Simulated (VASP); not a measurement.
```
PtS
1.0
    3.49423     0.00000     0.00000
    0.00000     3.49423     0.00000
    0.00000     0.00000     6.11601
Pt S
2 2
Cartesian
  1.74711   0.00000   3.05800
  0.00000   1.74711   0.00000
  0.00000   0.00000   4.58701
  0.00000   0.00000   1.52900
```

Level of theory: r2SCAN meta-GGA with spin-orbit coupling, VASP's PBE PAW potentials (set 64) (plane waves; VASP). Numerical set-up: 400 eV cut-off, 6×6×4 Γ-centred mesh, Gaussian smearing of 0.050 eV, potentials Pt S.

**Question.** Give the energies of bands 23 to 36 at the high-symmetry points, in eV from the valence-band maximum.

**Answer.** 
| band | Γ | X | M | Z | R | A |
|---|---|---|---|---|---|---|
| 23 | -2.39 | -2.74 | -2.71 | -2.58 | -2.54 | -2.79 |
| 24 | -2.39 | -2.74 | -2.71 | -2.58 | -2.54 | -2.79 |
| 25 | -2.28 | -2.04 | -2.38 | -2.07 | -2.30 | -1.29 |
| 26 | -2.28 | -2.04 | -2.38 | -2.07 | -2.30 | -1.29 |
| 27 | -1.82 | -1.24 | -2.29 | -2.07 | -1.99 | -1.29 |
| 28 | -1.82 | -1.24 | -2.29 | -2.07 | -1.99 | -1.29 |
| 29 | -1.77 | -0.48 | -0.26 | -0.46 | -1.89 | -0.33 |
| 30 | -1.77 | -0.48 | -0.26 | -0.46 | -1.89 | -0.33 |
| 31 | -1.70 | -0.42 | 0.00 | -0.46 | -0.55 | -0.33 |
| 32 | -1.70 | -0.42 | 0.00 | -0.46 | -0.55 | -0.33 |
| 33 | 3.34 | 1.41 | 0.60 | 1.53 | 2.17 | 1.79 |
| 34 | 3.34 | 1.41 | 0.60 | 1.53 | 2.17 | 1.79 |
| 35 | 3.64 | 2.69 | 1.43 | 1.53 | 3.57 | 1.79 |
| 36 | 3.64 | 2.69 | 1.43 | 1.53 | 3.57 | 1.79 |

The gap is direct, 0.60 eV, from the valence maximum at M to the conduction minimum at M.

Measured: gap 0.80 eV (computed value off by -0.20 eV), as given by M. J. van Setten et al., Physical Review B (2017), arXiv:1709.07349.

The structure comes from a computed database's PtS entry (P4_2/mmc), a phase known from measurement. It was relaxed first.
